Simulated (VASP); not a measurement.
The system is KBr.

```
CELL_PARAMETERS angstrom
0.00000 3.29454 3.29454
3.29454 0.00000 3.29454
3.29454 3.29454 0.00000
ATOMIC_POSITIONS crystal
K 0.00000 0.00000 0.00000
Br 0.50000 0.50000 0.50000
```

The cell is a database's computed one.

```yaml
Program: VASP 6.6.1
Task: relaxation of cell and atoms
Functional: PBE
Potentials_or_basis: VASP PAW PBE potentials, release 64 (K_sv, Br)
Cutoff: 600 eV
k_mesh: 6 × 6 × 6
Occupations: gaussian, width 0.02 eV
Spin: no spin polarisation
```

At the start: pressure 0.9 GPa; volume 35.76 Å³/atom.

Question: Where does the relaxation end?

Answer: Over 4 steps the energy falls by 5.1 meV/atom and the volume is 37.79 Å³/atom (+5.7 %); space group Fm-3m (No. 225, to 0.05 Å).

The path:
```
step  energy change (eV)  largest force (eV/Å)  pressure (GPa)  volume (Å³)
   1              0.0000                0.0000            0.85        71.52
   2             -0.0077                0.0000            0.40        73.51
   3             -0.0102                0.0000           -0.05        75.87
   4             -0.0102                0.0000            0.00        75.59
```

Final structure:
```
K Br
1.0
     0.00000    3.35586    3.35586
     3.35586    0.00000    3.35586
     3.35586    3.35586    0.00000
K Br
1 1
Direct
  0.00000 0.00000 0.00000
  0.50000 0.50000 0.50000
```
